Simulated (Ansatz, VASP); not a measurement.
# SiO2 (Cristobalite): VASP beside Ansatz, part 3 of 3

Wanted: the spread between two codes on one cell, functional and k mesh. The cell is taken from a series of runs on this material, whose earlier steps may have relaxed, scaled, displaced or heated it; both programs get it as it stands.

VASP 6.6.1 and Ansatz 0.2.0.

So far: The starting structure; VASP: zone-centre phonons, LDA.

### Step 3. Ansatz: zone-centre phonons, LDA

Level of this step: Ansatz beside VASP: Kohn-Sham DFT, plane waves, LDA (Ansatz).

Ansatz runs on its PAW soft_1 files.

The same cell, functional (in two slightly different forms) and mesh now go to Ansatz, which takes its cutoff from its data sets.

File input.yaml:

```yaml
crystal:
  lattice:
    - [4.8845639075, 0.0, 0.0]
    - [0.0, 4.8845639075, 0.0]
    - [0.0, 0.0, 6.7535271966]
  atoms:
    - { symbol: O, position: [0.2344948333, 0.1263141718, 0.1895924471] }
    - { symbol: O, position: [0.3736858282, 0.7344948333, 0.4395924471] }
    - { symbol: O, position: [0.7655051667, 0.8736858282, 0.6895924471] }
    - { symbol: O, position: [0.6263141718, 0.2655051667, 0.9395924471] }
    - { symbol: O, position: [0.7344948333, 0.3736858282, 0.5604075529] }
    - { symbol: O, position: [0.8736858282, 0.7655051667, 0.3104075529] }
    - { symbol: O, position: [0.2655051667, 0.6263141718, 0.0604075529] }
    - { symbol: O, position: [0.1263141718, 0.2344948333, 0.8104075529] }
    - { symbol: Si, position: [0.3109987805, 0.3109987805, 0.0] }
    - { symbol: Si, position: [0.1890012195, 0.8109987805, 0.25] }
    - { symbol: Si, position: [0.6890012195, 0.6890012195, 0.5] }
    - { symbol: Si, position: [0.8109987805, 0.1890012195, 0.75] }
kpoints:
  mp_grid: { grid: [4, 4, 4] }
hamiltonian:
  xc: lda
  pseudopotentials: { kind: paw, azcp: { folder: soft_1 }, xc_functional: pbe }
scf:
  occupations: { method: fixed }
output:
  eigenvalues: true
phonons:
  method: dfpt
  dielectric: true
  rigid_motions: translations
```

The run is started by

```
ansatz run input.yaml --threads 8 --pin off --max-ram 20480MiB --backend cpu --events-out ev --progress --plain --runs-dir out
```

Numbers of over 12 decimals in the logs are rounded to 6 here.

Output:

```text
Engine: ansatz 0.2.0, aarch64-unknown-linux-gnu
Pseudopotentials: kind: paw
Pseudopotential: O, paw, valence charge 6, recommended cutoff 420 eV (normal), soft_1/O.paw.azcp
Pseudopotential: Si, paw, valence charge 4, recommended cutoff 420 eV (normal), soft_1/Si.paw.azcp
Functional definition: SPW92
  exchange = slater_x
  correlation = pw_c
Crystal: 12 atoms, lattice volume = 161.132 Å³
Basis set: ecut = 420 eV, 3139 PW (Γ), exchange–correlation on 72×72×96 points (8 copies of the dense FFT grid, shifted against one another)
Bands: 44, of which v1, the nominal top of the filled ones, is band 32 counted from 1 (31 counted from 0)
Symmetry: 8 space group operations
k-points: 36 of 64 (irreducible under 1 space group operation, time reversal used)
Non-local potential: O, projectors of the file, l = 0: 2, l = 1: 2, l = 2: 1
Non-local potential: Si, projectors of the file, l = 0: 2, l = 1: 2, l = 2: 1
PAW form: soft (Blöchl's): semilocal exchange-correlation on the pseudo side does not see the compensation charge
PAW frozen core: O, regenerated for the run's functional, and the local potential with it (the file was generated under x = pbe(κ = 0.804, μ = 0.219515), c = pbe(β = 0.066725))
PAW frozen core: Si, regenerated for the run's functional, and the local potential with it (the file was generated under x = pbe(κ = 0.804, μ = 0.219515), c = pbe(β = 0.066725))
PAW one-centre angular grid: O, 110 points (default); XC on 64 Gauss nodes
PAW one-centre angular grid: Si, 110 points (default); XC on 64 Gauss nodes
Initial density: superposition of atomic densities (chi_scale 0.1, normalization cell, long waves kept (reshape's long-wave potential 0.00 eV rms))
Initial wavefunctions: pseudopotential atomic-orbital guess
Functional: x = slater, c = lda
SCF iter   1: F=—  HF=-6897.220848 eV  |F-HF|=—  |Δ(HF+E_count)|=         —  Δρ=1.22e-1  dr2=2.14e1  ethr=3.10e-3  ⟨swp⟩=4.7  Hψ=6426  notcnv=0  defer=331
preconditioner: auto → Resta (q_TF=auto, 2.339 Å⁻¹)  ε∞=2.7  [insulator: Δε(μ)=7.193 eV  Ē_g=17.936 eV  n_scr=36 (ndim 8)  ℏωp=23.4 eV  f_vac=0.060  ε∞_Penn≈2.7]
SCF iter   2: F=—  HF=-6891.129092 eV  |F-HF|=—  |Δ(HF+E_count)|=    6.09e0  Δρ=4.19e-2  dr2=1.18e0  ethr=3.10e-3  ⟨swp⟩=4.1  Hψ=4143  notcnv=0  defer=330
SCF iter   3: F=—  HF=-6890.861483 eV  |F-HF|=—  |Δ(HF+E_count)|=   2.68e-1  Δρ=1.99e-2  dr2=3.65e-1  ethr=1.84e-3  ⟨swp⟩=2.0  Hψ=1468  notcnv=0  defer=350
SCF iter   4: F=—  HF=-6890.777847 eV  |F-HF|=—  |Δ(HF+E_count)|=   8.36e-2  Δρ=1.43e-3  dr2=2.51e-3  ethr=5.70e-4  ⟨swp⟩=3.4  Hψ=2639  notcnv=0  defer=355
SCF iter   5: F=—  HF=-6890.779506 eV  |F-HF|=—  |Δ(HF+E_count)|=   1.66e-3  Δρ=2.47e-4  dr2=1.17e-4  ethr=3.92e-6  ⟨swp⟩=2.3  Hψ=2514  notcnv=0  defer=357
SCF iter   6: F=—  HF=-6890.779524 eV  |F-HF|=—  |Δ(HF+E_count)|=   1.82e-5  Δρ=4.85e-5  dr2=4.97e-6  ethr=1.83e-7  ⟨swp⟩=2.8  Hψ=2842  notcnv=0  defer=357
SCF iter   7: F=—  HF=-6890.779527 eV  |F-HF|=—  |Δ(HF+E_count)|=   2.79e-6  Δρ=8.02e-6  dr2=1.16e-7  ethr=7.76e-9  ⟨swp⟩=2.8  Hψ=2762  notcnv=0  defer=344
SCF iter   8: F=—  HF=-6890.779527 eV  |F-HF|=—  |Δ(HF+E_count)|=   9.99e-8  Δρ=1.69e-6  dr2=3.93e-9  ethr=1.82e-10  ⟨swp⟩=2.4  Hψ=2357  notcnv=0  defer=344
SCF iter   9: F=-6890.779527 eV  HF=-6890.779527 eV  |F-HF|=6.09e-11  |Δ(HF+E_count)|=   3.56e-9  Δρ=2.01e-7  dr2=4.12e-11  ethr=1.00e-12  ⟨swp⟩=17.1  Hψ=13880  notcnv=0
SCF 1 converged in 9 iterations: F = -6890.779527 eV  dr2 = 4.12e-11
  greatest PAW one-centre occupation: 0.856 electrons in one spin orbital (limit 2), on the O atom at site 7 (counted from 0), in its partial waves of l = 0
DFPT response loops at Γ: preconditioner auto → none (the input reference at scf.mixing.eps_inf says where Resta's filter doesn't serve); β = 0.50; Broyden in place of MSR1
── the response to a field inside a basis, on 4×4×4 k-points: an SCF that follows is theirs, and a resumed run solves both again ──
Bands: 33, of which v1, the nominal top of the filled ones, is band 32 counted from 1 (31 counted from 0)
k-points: 6 of 64 (time reversal used)
Initial density: handed on by an earlier stage of this run
Initial wavefunctions: pseudopotential atomic-orbital guess (no wavefunctions were taken with the density)
Eigensolver: Dense (6 Hₖ)
SCF iter   1: F=—  HF=-6890.608564 eV  |F-HF|=—  |Δ(HF+E_count)|=         —  Δρ=4.37e-4  dr2=8.41e-5  ethr=1.00e-1
preconditioner: auto → Resta (q_TF=auto, 2.339 Å⁻¹)  ε∞=3.7  [insulator: Δε(μ)=6.163 eV  Ē_g=14.179 eV  n_scr=36 (ndim 8)  ℏωp=23.4 eV  f_vac=0.169  ε∞_Penn≈3.7]
SCF iter   2: F=—  HF=-6890.608568 eV  |F-HF|=—  |Δ(HF+E_count)|=   3.74e-6  Δρ=2.01e-4  dr2=2.14e-5  ethr=1.31e-7
SCF iter   3: F=—  HF=-6890.608572 eV  |F-HF|=—  |Δ(HF+E_count)|=   4.12e-6  Δρ=6.76e-5  dr2=2.57e-6  ethr=3.35e-8
SCF iter   4: F=-6890.608572 eV  HF=-6890.608572 eV  |F-HF|=2.06e-8  |Δ(HF+E_count)|=   8.83e-8  Δρ=6.97e-6  dr2=8.94e-8  ethr=4.01e-9
[...]
k-point 2: bands = [... 28 lower, 0.9692, 0.9692, 1.1929, 1.1929, 8.5350, 8.5350, 10.7149, 10.7149, ... 8 higher]
  k-point 35: bands = [... 28 lower, 1.0187, 1.0187, 1.0187, 1.0187, 10.6704, 10.6704, 10.6704, 10.6704, ... 8 higher]
--- Phonons (Γ-DFPT): 5 representative perturbations + reference, on 36 of 64 k-points (Σ response iterations 18) ---
  k mesh reduced under 1 symmetry operation, with k and −k counted as one. Each operation leaves every solved perturbation unchanged. A smaller set is not considered because the run solves the response to a homogeneous field
  ASR residual: 1.647e-5 → 0.000e0 eV/Å²; symmetrization residual: 2.716e-6 eV/Å²
  ASR residual per site (eV/Å²): 1.65e-5 1.65e-5 1.65e-5 1.65e-5 1.65e-5 1.65e-5 1.65e-5 1.65e-5 1.33e-5 1.33e-5 1.33e-5 1.33e-5
  Γ frequencies (cm⁻¹): 0.00 0.00 0.00 55.89 124.74 160.37 160.37 236.85 259.60 259.60 269.50 278.56 346.71 369.36 376.70 376.70 435.72 438.77 460.44 460.44 484.48 618.21 618.21 787.92 788.98 790.50 801.81 801.81 1070.17 1073.22 1073.22 1073.98 1080.90 1108.76 1180.01 1180.01
  ε∞ (high-frequency dielectric tensor):
        2.385046     0.000000     0.000000
        0.000000     2.385046     0.000000
        0.000000     0.000000     2.365740
  ε⁰ (static dielectric tensor: ions relaxed, cell fixed):
        4.337805     0.000000    -0.000000
        0.000000     4.337805    -0.000000
       -0.000000    -0.000000     4.035904
  ε⁰ − ε∞ (ionic part):
        1.952759     0.000000    -0.000000
        0.000000     1.952759    -0.000000
       -0.000000    -0.000000     1.670164
  softest optical mode at Γ: 55.89 cm⁻¹; the repairs (sum rule, projections) moved no ω² at Γ by more than (1.46 cm⁻¹)²
  Born effective charges Z* (e; rows j = field, columns β = displacement):
    site 0:
        -1.05750   -0.18648    0.08702
        -0.24900   -2.27654    0.74950
         0.23752    0.74742   -1.63035
    site 1:
        -2.27654    0.24900   -0.74950
         0.18648   -1.05750    0.08702
        -0.74742    0.23752   -1.63035
    site 2:
        -1.05750   -0.18648   -0.08702
        -0.24900   -2.27654   -0.74950
        -0.23752   -0.74742   -1.63035
    site 3:
        -2.27654    0.24900    0.74950
         0.18648   -1.05750   -0.08702
         0.74742   -0.23752   -1.63035
    site 4:
        -1.05750    0.18648   -0.08702
         0.24900   -2.27654    0.74950
        -0.23752    0.74742   -1.63035
    site 5:
[...]
site 6:
[...]
site 7:
[...]
site 8:
[...]
site 9:
[...]
site 10:
[...]
site 11:
[...]
Z* charge neutrality: 5.407e-3 e pre-enforcement
  solved inside a basis spanned on kpoints, on 4×4×4 k-points, its susceptibility summed on 8×8×6: ε∞ is read to err by 8.5e-3, Z* by 1.2e-2 e (field_mesh: kpoints solves on kpoints); Z* is corrected for what the basis lacks
  optical modes at Γ without the LO–TO term, one row a degenerate level:
      ω (cm⁻¹)  modes    IR ((D/Å)²/amu)
[...]
optical modes at Γ + LO–TO along q̂ = [1.0000, 0.0000, 0.0000]:
      ω (cm⁻¹)  modes    IR ((D/Å)²/amu)
[...]
optical modes at Γ + LO–TO along q̂ = [0.0000, 1.0000, 0.0000]:
      ω (cm⁻¹)  modes    IR ((D/Å)²/amu)
[...]
optical modes at Γ + LO–TO along q̂ = [0.0000, 0.0000, 1.0000]:
      ω (cm⁻¹)  modes    IR ((D/Å)²/amu)
[...]
801.81      2             0.0875
        816.95      1             5.3513
       1070.17      1             0.0000
       1073.22      2           112.5199
       1073.98      1             0.0000
       1108.76      1             0.0000
       1180.01      2             3.7893
       1222.24      1            63.3780
```

### Step 4. Differences

Known differences besides the potentials themselves: fixed occupations in Ansatz, narrow Gaussian smearing in VASP; VASP's response is taken on the typed mesh, Ansatz refines its own for the field response alone; the cutoff is 420 eV in Ansatz and 600 eV in VASP; VASP's log shows a relativistic correction to its local exchange, Ansatz's none. Total energies have different zeros and are not compared.

The two programs side by side:

```csv
quantity,Ansatz,VASP,difference
ε∞ xx,2.38,2.37,+0.49 %
ε∞ yy,2.38,2.37,+0.49 %
ε∞ zz,2.37,2.35,+0.47 %
Born charge of O1 (mean of the diagonal) (e),-1.65,-1.64,-0.01
Born charge of Si9 (mean of the diagonal) (e),3.31,3.28,+0.03
optical mode 1 (cm⁻¹),55.9,54.9,+1.81 %
optical mode 2 (cm⁻¹),124.7,122.8,+1.62 %
optical mode 3 to 4 (cm⁻¹),160.4,159.8,+0.33 %
optical mode 5 (cm⁻¹),236.8,236.2,+0.28 %
optical mode 6 to 7 (cm⁻¹),259.6,261.9,-0.89 %
optical mode 8 (cm⁻¹),269.5,271.7,-0.83 %
optical mode 9 (cm⁻¹),278.6,280.7,-0.77 %
optical mode 10 (cm⁻¹),346.7,348.3,-0.45 %
optical mode 11 (cm⁻¹),369.4,369.6,-0.05 %
optical mode 12 to 13 (cm⁻¹),376.7,378.4,-0.46 %
optical mode 14 (cm⁻¹),435.7,434.6,+0.26 %
optical mode 15 (cm⁻¹),438.8,440.7,-0.44 %
optical mode 16 to 17 (cm⁻¹),460.4,462.1,-0.35 %
optical mode 18 (cm⁻¹),484.5,486.2,-0.35 %
optical mode 19 to 20 (cm⁻¹),618.2,620.3,-0.33 %
optical mode 21 (cm⁻¹),787.9,789.7,-0.23 %
optical mode 22 (cm⁻¹),789.0,790.4,-0.18 %
optical mode 23 (cm⁻¹),790.5,790.6,-0.01 %
optical mode 24 to 25 (cm⁻¹),801.8,803.0,-0.14 %
optical mode 26 (cm⁻¹),1070.2,1078.5,-0.77 %
optical mode 27 to 28 (cm⁻¹),1073.2,1081.6,-0.78 %
```

Modes are paired by rising frequency, not by their patterns, so a pair may set unlike modes beside each other; they are those without the splitting of longitudinal modes.

### Step 5. Results

| Property | Result |
| --- | --- |
| r.m.s. difference of the optical zone-centre modes, each program's sorted by frequency (zone-centre phonons, LDA) | 3.8 cm⁻¹ |
| difference in optical mode 1 (zone-centre phonons, LDA) | +1.8 % |

The r.m.s. difference of the optical zone-centre modes, each program's sorted by frequency is 3.8 cm⁻¹ (zone-centre phonons, LDA). Among the rows given in per cent, the largest difference of the zone-centre phonons, LDA pair is in optical mode 1, +1.8 %. Such differences can come from data sets, numerical settings and the points named under the comparisons, not from the functional's error against experiment.

[Lines on the potential files, build, host, timing and source positions are cut from VASP's logs without a mark.]

[Logs are printed without paths, hosts, clocks, repeated set-up lines and the standing remarks that a program may print on its own settings, such as how far it seeks lower states.]

[Hosts, paths, dates, database ids (printed as entryN), source tags and the programs' standing remarks are cut or masked in the printed files.]
